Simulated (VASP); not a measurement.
These are vdW-DF2, VASP's PBE PAW potentials (set 64) (plane waves; VASP) values and carry that method's errors.

A VASP calculation is set up with these files.

**KPOINTS**
```
Automatic mesh
0
Gamma
10 10 10
0 0 0
```

POSCAR:
```
CaO
1
    0.0000000000     2.4440814451     2.4440814451
    2.4440814451     0.0000000000     2.4440814451
    2.4440814451     2.4440814451     0.0000000000
Ca O
1 1
Direct
  0.0000000000   0.0000000000   0.0000000000
  0.5000000000   0.5000000000   0.5000000000
```

**INCAR**
```
AGGAC = 0.0
ALGO = Normal
EDIFF = 1E-7
ENCUT = 520
GGA = ML
ISIF = 2
ISMEAR = -5
LASPH = .True.
LCHARG = .True.
LORBIT = 11
LREAL = .False.
LUSE_VDW = .True.
LWAVE = .False.
NEDOS = 601
NELM = 100
PREC = Accurate
SYSTEM = CaO
ZAB_VDW = -1.8867
```

POTCAR, in this order: Ca_sv O (PBE.64 set). Program: vasp_std.

Problem. What will the output report for the number of irreducible k-points (NKPTS), largest plane-wave count, number of space-group operations, FFT grid (NGX, NGY, NGZ)?

Solution. 
| Property | Result |
|---|---|
| number of irreducible k-points (NKPTS) | 47 |
| largest plane-wave count | 801 |
| number of space-group operations | 48 |
| FFT grid (NGX, NGY, NGZ) | 28 × 28 × 28 |

The compound is CaO in the rock salt structure. It was relaxed first.
